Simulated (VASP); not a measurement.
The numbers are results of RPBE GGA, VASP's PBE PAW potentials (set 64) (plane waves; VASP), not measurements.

The input files of a VASP run:

File POSCAR:
```
Pt
1
    0.0000000000     1.9600000000     1.9600000000
    1.9600000000     0.0000000000     1.9600000000
    1.9600000000     1.9600000000     0.0000000000
Pt
1
Direct
  0.0000000000   0.0000000000   0.0000000000
```

### KPOINTS
```
Automatic mesh
0
gamma
14 14 14
0 0 0
```

INCAR:
```
ALGO = Normal
EDIFF = 1E-6
EDIFFG = -0.01
ENCUT = 520
GGA = RP
IBRION = 2
ISIF = 3
ISMEAR = 1
LASPH = .TRUE.
LCHARG = .FALSE.
LMAXMIX = 6
LREAL = .FALSE.
LWAVE = .FALSE.
NELM = 100
NSW = 60
PREC = Accurate
SIGMA = 0.1
SYSTEM = Pt
```

POTCAR, in this order: Pt (PBE.64 set). Program: vasp_std.

Output

File OSZICAR:
```
       N       E                     dE             d eps       ncg     rms          rms(c)
DAV:   1     0.376028993434E+02    0.37603E+02   -0.55241E+03  1992   0.103E+03
DAV:   2    -0.533056220553E+01   -0.42933E+02   -0.40674E+02  1964   0.187E+02
DAV:   3    -0.576059795840E+01   -0.43004E+00   -0.41939E+00  2224   0.188E+01
DAV:   4    -0.576202359549E+01   -0.14256E-02   -0.14254E-02  2154   0.115E+00
DAV:   5    -0.576203228275E+01   -0.86873E-05   -0.86861E-05  2113   0.808E-02    0.128E+01
DAV:   6    -0.547153706875E+01    0.29050E+00   -0.73202E-01  1912   0.790E+00    0.693E+00
DAV:   7    -0.543432159606E+01    0.37215E-01   -0.15345E-01  2026   0.353E+00    0.247E+00
DAV:   8    -0.543122631446E+01    0.30953E-02   -0.53764E-03  2020   0.712E-01    0.425E-01
DAV:   9    -0.543112557879E+01    0.10074E-03   -0.48524E-05  1988   0.740E-02    0.220E-02
DAV:  10    -0.543113156909E+01   -0.59903E-05   -0.27733E-06  2165   0.181E-02    0.193E-03
DAV:  11    -0.543113154943E+01    0.19658E-07   -0.48170E-08  1014   0.219E-03
   1 F= -.54311315E+01 E0= -.54312351E+01  d E =-.543113E+01
       N       E                     dE             d eps       ncg     rms          rms(c)
DAV:   1    -0.854323060059E+01   -0.31121E+01   -0.71935E+01  1898   0.879E+01    0.139E+01
DAV:   2    -0.536008596839E+01    0.31831E+01   -0.12128E+01  1874   0.281E+01    0.772E+00
DAV:   3    -0.528474930889E+01    0.75337E-01   -0.39326E-01  2004   0.485E+00    0.522E+00
DAV:   4    -0.529314004251E+01   -0.83907E-02   -0.24301E-02  2014   0.821E-01    0.127E+00
DAV:   5    -0.529476906080E+01   -0.16290E-02   -0.16107E-03  2343   0.280E-01    0.119E-01
DAV:   6    -0.529489413785E+01   -0.12508E-03   -0.43802E-05  2169   0.576E-02    0.954E-03
DAV:   7    -0.529489467917E+01   -0.54132E-06   -0.16339E-06  2187   0.868E-03
   2 F= -.52948947E+01 E0= -.52949582E+01  d E =0.136237E+00
       N       E                     dE             d eps       ncg     rms          rms(c)
DAV:   1    -0.702265524823E+01   -0.17278E+01   -0.35138E+01  1913   0.618E+01    0.931E+00
DAV:   2    -0.554295936537E+01    0.14797E+01   -0.43087E+00  1877   0.183E+01    0.186E+00
DAV:   3    -0.545755620666E+01    0.85403E-01   -0.46279E-01  1951   0.551E+00    0.107E+00
DAV:   4    -0.546097639735E+01   -0.34202E-02   -0.46316E-03  2128   0.656E-01    0.606E-01
DAV:   5    -0.546384782261E+01   -0.28714E-02   -0.45281E-03  2147   0.450E-01    0.344E-02
DAV:   6    -0.546391519617E+01   -0.67374E-04   -0.56960E-05  2371   0.688E-02    0.256E-02
DAV:   7    -0.546391592192E+01   -0.72575E-06   -0.27155E-06  1887   0.139E-02
   3 F= -.54639159E+01 E0= -.54640369E+01  d E =-.327844E-01
       N       E                     dE             d eps       ncg     rms          rms(c)
DAV:   1    -0.546456110641E+01   -0.64591E-03   -0.12942E-02  1906   0.120E+00    0.153E-01
DAV:   2    -0.546403368515E+01    0.52742E-03   -0.16242E-03  1882   0.351E-01    0.594E-02
DAV:   3    -0.546400533492E+01    0.28350E-04   -0.15500E-04  1938   0.101E-01    0.353E-02
DAV:   4    -0.546400868710E+01   -0.33522E-05   -0.56243E-06  2056   0.191E-02    0.120E-03
DAV:   5    -0.546400871237E+01   -0.25269E-07   -0.77174E-08   939   0.264E-03
   4 F= -.54640087E+01 E0= -.54641289E+01  d E =-.328772E-01
```

**OUTCAR**
```
------------------------ aborting loop because EDIFF is reached ----------------------------------------
  FORCE on cell =-STRESS in cart. coord.  units (eV):
  Direction    XX          YY          ZZ          XY          YZ          ZX
  --------------------------------------------------------------------------------------
  Total       -0.0073914     -0.0073914     -0.0073914      0.0000000      0.0000000      0.0000000
  in kB       -0.7463722     -0.7463722     -0.7463722      0.0000000      0.0000000      0.0000000
  external PRESSURE =      -0.7463722 kB  Pullay stress =       0.0000000 kB
  volume of cell :       15.87
      direct lattice vectors                 reciprocal lattice vectors
     0.000000000  1.994421732  1.994421732    -0.250699234  0.250699234  0.250699234
     1.994421732 -0.000000000  1.994421732     0.250699234 -0.250699234  0.250699234
     1.994421732  1.994421732  0.000000000     0.250699234  0.250699234 -0.250699234
 POSITION                                       TOTAL-FORCE (eV/Angst)
 -----------------------------------------------------------------------------------
      0.00000      0.00000      0.00000         0.000000      0.000000      0.000000
 -----------------------------------------------------------------------------------
    total drift:                               -0.000000      0.000000     -0.000000
  FREE ENERGIE OF THE ION-ELECTRON SYSTEM (eV)
  ---------------------------------------------------
  free  energy   TOTEN  =        -5.4640087124 eV

  energy  without entropy=       -5.4643691906  energy(sigma->0) =       -5.46412887

 reached required accuracy - stopping structural energy minimisation
```
(Selected blocks of OUTCAR.)

**CONTCAR**
```
Pt
   1.00000000000000
     0.0000000000000000    1.9944217319899495    1.9944217319899495
     1.9944217319899495   -0.0000000000000000    1.9944217319899495
     1.9944217319899495    1.9944217319899495    0.0000000000000000
  Pt
     1
Direct
     0.0000000000000000    0.0000000000000000    0.0000000000000000
```

Energy and stress use the plane-wave basis of the starting cell.

The compound is Pt in the fcc structure. This run relaxes it. Symmetry was kept, so distortions that lower it aren't found.
